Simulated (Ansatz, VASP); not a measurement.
**SnTe: VASP beside Ansatz**

Aim: how closely do two programs agree when they are given the same cell, functional and k mesh? The cell is a member of a volume series, scaled by 0.985 from a relaxed one, so a pressure remains. Other levels of theory on this material are compared in a session of their own.

Main program and level: Ansatz 0.2.0; plane waves, with VASP 6.6.1 beside it; single point at r2SCAN.

## 1. Set-up

The structure is cubic, space group Fm-3m (No. 225). Conventional cell: a = 6.347 Å, b = 6.347 Å, c = 6.347 Å, α = 90.00°, β = 90.00°, γ = 90.00°. Te has 6 Sn at 3.17 Å nearest. Nearest to Sn lie 6 Te at 3.17 Å. Farther neighbours and most contacts between anions are not listed.

## 2. VASP: single point, r2SCAN, volume scaled by 0.985

With cell and atoms fixed, the geometry can't cause a difference; cores, projectors, grids and the points listed under the comparison can.

Lines of VASP's logs that name or quote its potential files are left out, and so is its time.

The input asks for a relaxation, which ended at its first step since no free force or stress exceeded the threshold; so it serves as a single point.

INCAR

```
SYSTEM = SnTe
PREC = Accurate
ENCUT = 500
EDIFF = 1E-06
NELM = 100
ISMEAR = 0
SIGMA = 0.03
LREAL = .FALSE.
ALGO = Normal
METAGGA = R2SCAN
LASPH = .TRUE.
NBANDS = 16
LORBIT = 11
LWAVE = .FALSE.
LCHARG = .FALSE.
KPAR = 4
IBRION = 2
NSW = 30
ISIF = 4
EDIFFG = -0.01
```

POSCAR

```
SnTe
1.0
    0.0000000000      3.1733332967      3.1733332967
    3.1733332967      0.0000000000      3.1733332967
    3.1733332967      3.1733332967      0.0000000000
Te Sn
1 1
Direct
    0.5000000000      0.5000000000      0.5000000000
    0.0000000000      0.0000000000      0.0000000000
```

KPOINTS

```
Automatic mesh
0
Gamma
6 6 6
0 0 0
```

The projector-augmented-wave data sets are Te and Sn_d (PBE family, release 64).

On the command line:

```sh
> mpirun -np 4 vasp_std
```

Numbers of over 12 decimals in the logs are rounded to 6 here.

Log:

```text
[banner, memory and clock lines left out]
running    4 mpi-ranks, on    1 nodes
 distrk:  each k-point on    1 cores,    4 groups
 distr:  one band on    1 cores,    1 groups

 POSCAR found type information on POSCAR TeSn
 POSCAR found :  2 types and       2 ions
|                                                                             |
|               ----> ADVICE to this user running VASP <----                  |
|                                                                             |
|     You enforced a specific xc type in the INCAR file but a different       |
|     [... a line on the potential file left out ...]
|     I HOPE YOU KNOW WHAT YOU ARE DOING!                                     |
|                                                                             |

 LDA part: xc-table for (None), standard interpolation
 POSCAR, INCAR and KPOINTS ok, starting setup
 FFT: planning ... GRIDC
 FFT: planning ... GRID_SOFT
 FFT: planning ... GRID
 WAVECAR not read
 entering main loop
       N       E                     dE             d eps       ncg     rms          rms(c)
DAV:   1     0.755089846125E+02    0.75509E+02   -0.97428E+03   512   0.140E+03
DAV:   2    -0.439269345963E+02   -0.11944E+03   -0.11624E+03   568   0.329E+02
DAV:   3    -0.535380514165E+02   -0.96111E+01   -0.95362E+01   656   0.871E+01
DAV:   4    -0.537766305623E+02   -0.23858E+00   -0.23855E+00   624   0.150E+01
DAV:   5    -0.537871465679E+02   -0.10516E-01   -0.10516E-01   792   0.289E+00    0.474E+00
DAV:   6    -0.506780711937E+02    0.31091E+01   -0.73534E-01   632   0.124E+01    0.321E+00
DAV:   7    -0.506774468806E+02    0.62431E-03   -0.10069E-01   624   0.228E+00    0.103E+00
DAV:   8    -0.506807888603E+02   -0.33420E-02   -0.72202E-03   616   0.683E-01    0.483E-01
DAV:   9    -0.506810832082E+02   -0.29435E-03   -0.15205E-03   632   0.194E-01    0.164E-01
DAV:  10    -0.506811697480E+02   -0.86540E-04   -0.14994E-04   664   0.113E-01    0.538E-02
DAV:  11    -0.506811924395E+02   -0.22691E-04   -0.47852E-05   656   0.579E-02    0.292E-02
DAV:  12    -0.506811924744E+02   -0.34955E-07   -0.47753E-06   632   0.333E-02
   1 F= -.50681192E+02 E0= -.50681170E+02  d E =-.506812E+02
 curvature:   0.00 expect dE= 0.000E+00 dE for cont linesearch  0.000E+00
 trial: gam= 0.00000 g(F)=  0.132E-63 g(S)=  0.638E-33 ort = 0.000E+00 (trialstep = 0.100E+01)
 search vector abs. value=  0.100E-09
 reached required accuracy - stopping structural energy minimisation
```

OUTCAR, selected parts (step 2):

```text
ion  position               nearest neighbor table
   1  0.500  0.500  0.500-   2 3.17   2 3.17   2 3.17   2 3.17   2 3.17   2 3.17
   2  0.000  0.000  0.000-   1 3.17   1 3.17   1 3.17   1 3.17   1 3.17   1 3.17

  LATTYP: Found a face centered cubic cell.
 ALAT       =     6.3466665934

 Subroutine GETGRP returns: Found 48 space group operations
 (whereof 48 operations were pure point group operations)

The static configuration has the point symmetry O_h .

 Found     16 irreducible k-points:

   k-points           NKPTS =     16   k-points in BZ     NKDIM =     16   number of bands    NBANDS=     16

   dimension x,y,z NGX =    36 NGY =   36 NGZ =   36
   dimension x,y,z NGXF=    72 NGYF=   72 NGZF=   72

   ENCUT  =  500.0 eV  36.75 Ry    6.06 a.u.   8.18  8.18  8.18*2*pi/ulx,y,z

   NELECT =      20.0000    total number of electrons

 k-points in reciprocal lattice and weights: Automatic mesh
   0.00000000  0.00000000  0.00000000       0.005
   0.16666667  0.00000000  0.00000000       0.037
   0.33333333  0.00000000  0.00000000       0.037
   0.50000000  0.00000000  0.00000000       0.019
   0.16666667  0.16666667  0.00000000       0.028
   0.33333333  0.16666667  0.00000000       0.111
   0.50000000  0.16666667  0.00000000       0.111
  -0.33333333  0.16666667  0.00000000       0.111
  -0.16666667  0.16666667  0.00000000       0.056
[...]
-0.33333333  0.33333333  0.16666667       0.111
  -0.33333333  0.50000000  0.16666667       0.056

 average (electrostatic) potential at core
       1 -92.9603       2-106.4733

 E-fermi :   6.8313

 k-point     1 :       0.0000    0.0000    0.0000
  band No.  band energies     occupation
    ...
      6      -6.5828      2.00000
      7       1.9235      2.00000
      8       4.3257      2.00000
      9       4.3257      2.00000
     10       4.3257      2.00000
     11      10.1407      0.00000
     12      10.1407      0.00000
     13      10.1407      0.00000
     14      11.7565      0.00000
     15      11.7565      0.00000
    ...

 k-point     2 :       0.1667    0.0000    0.0000
  band No.  band energies     occupation
    ...
      6      -6.3457      2.00000
      7       0.7015      2.00000
      8       4.3766      2.00000
      9       4.3766      2.00000
     10       5.1911      2.00000
     11       9.0558      0.00000
     12       9.0559      0.00000
     13       9.1713      0.00000
     14      11.7696      0.00000
     15      12.3239      0.00000
    ...

 k-point     3 :       0.3333    0.0000    0.0000
  band No.  band energies     occupation
    ...
      6      -5.7300      2.00000
      7      -1.0565      2.00000
      8       4.5463      2.00000
      9       4.5463      2.00000
     10       6.1029      2.00000
     11       7.6623      0.00000
     12       7.6623      0.00000
     13       7.8207      0.00000
     14      12.9070      0.00000
     15      13.8802      0.00000
    ...

  Total        0.2924964      0.2924964      0.2924964     -0.0000000      0.0000000      0.0000000
  in kB        7.3325321      7.3325321      7.3325321     -0.0000000      0.0000000      0.0000000
  external PRESSURE =       7.3325321 kB  Pullay stress =       0.0000000 kB

  energy-cutoff  :      500.00
  volume of cell :       63.91
      direct lattice vectors                 reciprocal lattice vectors
     0.000000000  3.173333297  3.173333297    -0.157563027  0.157563027  0.157563027
     3.173333297  0.000000000  3.173333297     0.157563027 -0.157563027  0.157563027
     3.173333297  3.173333297  0.000000000     0.157563027  0.157563027 -0.157563027

 POSITION                                       TOTAL-FORCE (eV/Angst)
 -----------------------------------------------------------------------------------
      3.17333      3.17333      3.17333         0.000000      0.000000      0.000000
      0.00000      0.00000      0.00000         0.000000      0.000000     -0.000000
 -----------------------------------------------------------------------------------
    total drift:                               -0.000000      0.000000      0.000000

  FREE ENERGIE OF THE ION-ELECTRON SYSTEM (eV)
  ---------------------------------------------------
  free  energy   TOTEN  =       -50.6811924744 eV

  energy  without entropy=      -50.6811477179  energy(sigma->0) =      -50.68117010

 reached required accuracy - stopping structural energy minimisation

 total charge
# of ion       s       p       d       tot
------------------------------------------
    1        1.384   2.007   0.028   3.419
    2        1.350   0.735   9.980  12.065
--------------------------------------------------
tot          2.734   2.742  10.009  15.484

[... 3 further parts left out ...]
```

CONTCAR:

```
SnTe
   1.00000000000000
     0.0000000000000000    3.1733332967000001    3.1733332967000001
     3.1733332967000001    0.0000000000000000    3.1733332967000001
     3.1733332967000001    3.1733332967000001    0.0000000000000000
  Te              Sn
     1     1
Direct
     0.5000000000000000    0.5000000000000000    0.5000000000000000
     0.0000000000000000    0.0000000000000000    0.0000000000000000
```

## 3. Ansatz: single point, r2SCAN, volume scaled by 0.985

Ansatz runs on its default PAW (the set named soft_2) files.

The same cell, functional, mesh and smearing now go to Ansatz, which takes its cutoff from its data sets.

input.yaml

```yaml
crystal:
  lattice:
    - [0.0, 3.1733333, 3.1733333]
    - [3.1733333, 0.0, 3.1733333]
    - [3.1733333, 3.1733333, 0.0]
  atoms:
    - { symbol: Te, position: [0.5, 0.5, 0.5] }
    - { symbol: Sn, position: [0.0, 0.0, 0.0] }
hamiltonian:
  xc: r2scan
  pseudopotentials: { kind: paw }
kpoints:
  mp_grid: { grid: [6, 6, 6] }
scf:
  occupations: { method: gaussian, width: 0.03 }
  n_extra_bands: 4
output:
  forces: true
  stress: true
  eigenvalues: true
```

On the command line:

```sh
> ansatz run input.yaml --threads 2 --pin off --max-ram 4608MiB --backend cpu --events-out ev --progress --plain --runs-dir out
```

Log:

```text
scf.n_extra_bands = 4 over 15 filled bands (N_el = 30.0): the run solves 19 bands
Engine: ansatz 0.2.0, aarch64-unknown-linux-gnu
Pseudopotentials: kind: paw
Pseudopotential: Te, paw, valence charge 16, recommended cutoff 500 eV (meta_gga), Te.paw.azcp
Pseudopotential: Sn, paw, valence charge 14, recommended cutoff 500 eV (meta_gga), Sn.paw.azcp
Functional definition: r2SCAN
  parameter k0 = 0.174
  parameter k1 = 0.065
  parameter a1 = 4.9479
  exchange = r2scan_x(k0 = k0, k1 = k1, a1 = a1)
  correlation = r2scan_c
Crystal: 2 atoms, lattice volume = 63.911 Å³
Basis set: ecut = 500 eV, 1639 PW (Γ), exchange–correlation on 144×144×144 points (64 copies of the dense FFT grid, shifted against one another)
Bands: 19, of which v1, the nominal top of the filled ones, is band 15 counted from 1 (14 counted from 0)
Symmetry: 48 space group operations
Space group: Fm-3m (ITA 225), of the structure as read, at distance tolerance 4.0e-5 Å
k-points: 16 of 216
Non-local potential: Te, projectors of the file, l = 0: 2, l = 1: 2, l = 2: 2, l = 3: 2
Non-local potential: Sn, projectors of the file, l = 0: 2, l = 1: 2, l = 2: 2, l = 3: 2
PAW form: soft (Blöchl's): semilocal exchange-correlation on the pseudo side does not see the compensation charge
PAW frozen core: Te, regenerated for the run's functional (the file was generated under x = pbe(κ = 0.804, μ = 0.219515), c = pbe(β = 0.066725))
PAW frozen core: Sn, regenerated for the run's functional (the file was generated under x = pbe(κ = 0.804, μ = 0.219515), c = pbe(β = 0.066725))
PAW one-centre angular grid: Te, 590 points (default); XC on 160 Gauss nodes
PAW one-centre angular grid: Sn, 590 points (default); XC on 249 of its mesh's 2787 points in the sphere
Initial density: superposition of atomic densities (neutral atoms: chi_scale 0, normalization atom), corrected by the library's trained network
Initial wavefunctions: pseudopotential atomic-orbital guess
Functional: x = r2scan, c = r2scan; τ floored in thin density (d = 2e-4 eV/Å³)
SCF iter   1: F=—  HF=-13033.970782 eV  |F-HF|=—  |Δ(HF+E_count)|=         —  Δρ=3.43e-3  dr2=5.61e-3  dr2_τ=5.82e-4  ethr=1.77e-3  ⟨swp⟩=6.8  Hψ=1653  notcnv=0
preconditioner: auto → none  [insulator: Δε(μ)=0.071 eV  Ē_g=9.074 eV  σ=0.030 eV  W_gap=0.90  n_scr=14 (ndim 8)  ℏωp=14.7 eV  f_vac=0.010  D(μ)=0.35/eV (n_scr^D=0)  ε∞_Penn≈3.6]
SCF iter   2: F=—  HF=-13033.979613 eV  |F-HF|=—  |Δ(HF+E_count)|=   8.83e-3  Δρ=1.28e-3  dr2=8.01e-4  dr2_τ=2.95e-5  ethr=1.87e-5  ⟨swp⟩=2.0  Hψ=656  notcnv=0
SCF iter   3: F=—  HF=-13033.979922 eV  |F-HF|=—  |Δ(HF+E_count)|=   3.09e-4  Δρ=4.07e-4  dr2=4.99e-5  dr2_τ=3.59e-6  ethr=2.67e-6  ⟨swp⟩=2.0  Hψ=536  notcnv=0
SCF iter   4: F=—  HF=-13033.979937 eV  |F-HF|=—  |Δ(HF+E_count)|=   1.55e-5  Δρ=1.06e-4  dr2=2.66e-6  dr2_τ=8.59e-8  ethr=1.66e-7  ⟨swp⟩=2.0  Hψ=464  notcnv=0
SCF iter   5: F=—  HF=-13033.979940 eV  |F-HF|=—  |Δ(HF+E_count)|=   2.94e-6  Δρ=2.21e-5  dr2=7.08e-7  dr2_τ=2.39e-9  ethr=8.88e-9  ⟨swp⟩=2.1  Hψ=546  notcnv=0
SCF iter   6: F=-13033.979940 eV  HF=-13033.979940 eV  |F-HF|=1.66e-8  |Δ(HF+E_count)|=   2.46e-7  Δρ=7.21e-6  dr2=4.06e-8  dr2_τ=3.33e-10  ethr=3.33e-10  ⟨swp⟩=4.7  Hψ=1660  notcnv=0
SCF 1 converged in 6 iterations: F = -13033.979940 eV  dr2 = 4.06e-8
  greatest PAW one-centre occupation: 0.997 electrons in one spin orbital (limit 2), on the Te atom at site 0 (counted from 0), in its partial waves of l = 2
SCF converged after 6 iterations
Free energy (F): -13033.979940 eV
Harris-Foulkes:  -13033.979940 eV  (|F-HF|=1.66e-8)
Internal energy: -13033.979899 eV  (E = F + TS)
E sigma→0 (E₀):  -13033.979920 eV
Entropy (-TS):   -0.000041 eV (-0.020 meV/atom)
Fermi energy:    9.504021 eV
--- Per-component energies (eV) ---
  E_band       = -383.228293
  E_kinetic    = 365.136139
  E_local      = -2185.948903  (includes V_loc(G=0)·N_el)
  E_nonlocal   = -343.675320
  E_hartree    = 1367.130740
  E_xc         = -490.829474
  E_vxc        = -216.942693  (∫ρ·V_xc dr)
  E_paw        = -8842.050009  (= ΣΔE_a)
  E_vpaw       = -749.447114  (= ΣTr[D̂ρ^β])
  E_aug_tail   = -0.000037  (compensation charges beyond the density's cutoff)
  E_vtau       = 13.384317  (kinetic-family band-sum trace: ∫τ·v_τ [+ j·A + Jᵃ·Aᵃ] dr)
  E_ewald      = -2904.763209
  E_core_change = 1.020175  (= ΣΔE_core)
  E_smearing   = -0.000041  (= −TS)
  E_closure    = -0.000000  (closes the sum)
  Σ components = -13033.979940   (vs F -13033.979940, Δ=0.00e0)
--- Forces (eV/Å), atoms counted from 1 ---
  atom   1  Te     0.00000000    -0.00000000    -0.00000000
  atom   2  Sn    -0.00000000     0.00000000     0.00000000
  max |Σ_I F_I| component: 3.19e-29 eV/Å
--- Stress (GPa, compression-positive) ---
        0.703582      -0.000000       0.000000
        0.000000       0.703582       0.000000
       -0.000000       0.000000       0.703582
  P = ⅓ Tr σ = 0.7036 GPa (7.036 kbar)
--- Band table (eV; the first three rows and the last of 16) ---
  k-point 0: bands = [... 11 lower, 4.5983, 6.9965, 6.9965, 6.9965, 12.8097, 12.8097, 12.8097, 14.4478]
  k-point 1: bands = [... 11 lower, 3.3755, 7.0472, 7.0472, 7.8629, 11.7284, 11.7284, 11.8427, 14.4512]
  k-point 2: bands = [... 11 lower, 1.6176, 7.2161, 7.2161, 8.7753, 10.3356, 10.3356, 10.4931, 15.5860]
  k-point 15: bands = [... 11 lower, 1.9136, 3.9479, 4.8187, 7.3276, 11.5328, 13.0946, 14.9243, 15.1831]
```

It took 4 s on 2 threads of Arm Neoverse N1, shared host; peak memory 0.51 GiB.

The column dr2 measures how far the density is from self-consistency, as an energy; F and HF (Harris–Foulkes) agree once it is small.

The run ends at a pressure of 0.70 GPa.

## 4. Differences

Known differences besides the potentials themselves: VASP keeps PBE cores, Ansatz makes them for the functional; the data sets hold 30 valence electrons in Ansatz (default PAW (the set named soft_2) files) and 20 in VASP. Total energies have different zeros and are not compared.

Compared:

| quantity | Ansatz | VASP | difference |
| --- | --- | --- | --- |
| pressure (GPa) | 0.70 | 0.73 | -0.03 |
| gap on the k mesh (eV) | 0.099 | 0.098 | +0.002 |

A gap on the mesh is an upper bound, since the band edges may lie between its points. Ansatz's pressure holds a Pulay correction of 0.01 GPa; VASP's holds none.

## 5. Results

- difference in gap on the k mesh (single point, r2SCAN, volume scaled by 0.985): 0.0017 eV

What this shows: The difference in gap on the k mesh is 0.0017 eV (single point, r2SCAN, volume scaled by 0.985), within the 0.08 eV picked in this series as the mark of a large difference. 6 further runs of this series are not shown here. How closely two codes agree says nothing of how well the functional describes the real material.

[Lines on the potential files, build, host, timing and source positions are cut from VASP's logs without a mark.]

[Logs are printed without paths, hosts, clocks, repeated set-up lines and the standing remarks that a program may print on its own settings, such as how far it seeks lower states.]

[Hosts, paths, dates, database ids (printed as entryN), source tags and the programs' standing remarks are cut or masked in the printed files.]
